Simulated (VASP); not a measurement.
Data:

```
In
1.0
   -1.64783     1.64783     2.52057
    1.64783    -1.64783     2.52057
    1.64783     1.64783    -2.52057
In
1
Direct
  0.00000   0.00000   0.00000
```

Method: PBE GGA, VASP's PBE PAW potentials (set 64) (plane waves; VASP). Settings: 300 eV cut-off, 14×14×14 Γ-centred mesh, Fermi-Dirac smearing of 0.10 eV, potentials In_d.

Give the energies of bands 6 to 9 at the high-symmetry points, in eV from the Fermi level.

```tsv
band	Γ	X	P	N	M	S	R
6	-9.26	-1.82	-1.39	-4.30	-3.05	-2.63	-1.81
7	10.12	-1.75	-0.03	-3.19	-2.55	-1.13	-0.22
8	10.12	3.38	-0.03	7.19	4.64	-0.49	0.18
9	10.27	3.85	1.74	8.84	4.64	6.02	1.32
```

It has no gap at this level: it comes out as a metal or semimetal.

The structure comes from a computed database's In entry; how it stands against other phases isn't given here. The cell was not relaxed at this level.
